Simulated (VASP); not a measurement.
A convergence study with VASP on Sc: one setting is varied, all else stays as given below, so the limit is that of these other settings.

```
Sc
1.0
    3.31993     0.00000     0.00000
   -1.65996     2.87514     0.00000
    0.00000     0.00000    21.92872
Sc
4
Cartesian
  1.65997   0.95838   9.64291
  0.00000   1.91676   7.00000
  1.65997   0.95838  14.92872
  0.00000   1.91676  12.28580
```

Method: PBE GGA, VASP's PBE PAW potentials (set 64) (plane waves; VASP). The tightest run used: 600 eV cut-off, 10×10×1 Γ-centred mesh, Fermi-Dirac smearing of 0.10 eV, potentials Sc_sv.

Problem. The settings run are ENCUT = 150; ENCUT = 180; ENCUT = 210; ENCUT = 255; ENCUT = 360; ENCUT = 450; ENCUT = 600. From which on does the energy per atom stay within 0.005 eV/atom of the tightest run?

Solution. From ENCUT = 255 on: it is off by 0.0011 there and by no more than 0.005 in any finer run, while ENCUT = 210 is off by 0.0198.
| setting | E (eV/atom) | largest force (eV/Å) | plane waves | difference judged (eV/atom) |
|---|---|---|---|---|
| ENCUT = 150 | -4.9263 | 0.188 | 889 | 0.9394 |
| ENCUT = 180 | -5.7270 | 0.278 | 1177 | 0.1386 |
| ENCUT = 210 | -5.8458 | 0.266 | 1464 | 0.0198 |
| ENCUT = 255 | -5.8646 | 0.260 | 1995 | 0.0011 |
| ENCUT = 360 | -5.8646 | 0.263 | 3263 | 0.0010 |
| ENCUT = 450 | -5.8652 | 0.264 | 4564 | 0.0004 |
| ENCUT = 600 | -5.8656 | 0.263 | 7071 | 0.0000 |

Left out are rungs that failed or repeat a setting and relaxations that didn't move; long series are thinned to 24 rows.

The cell is a sheet or thin cut with vacuum, built from a generated structure.
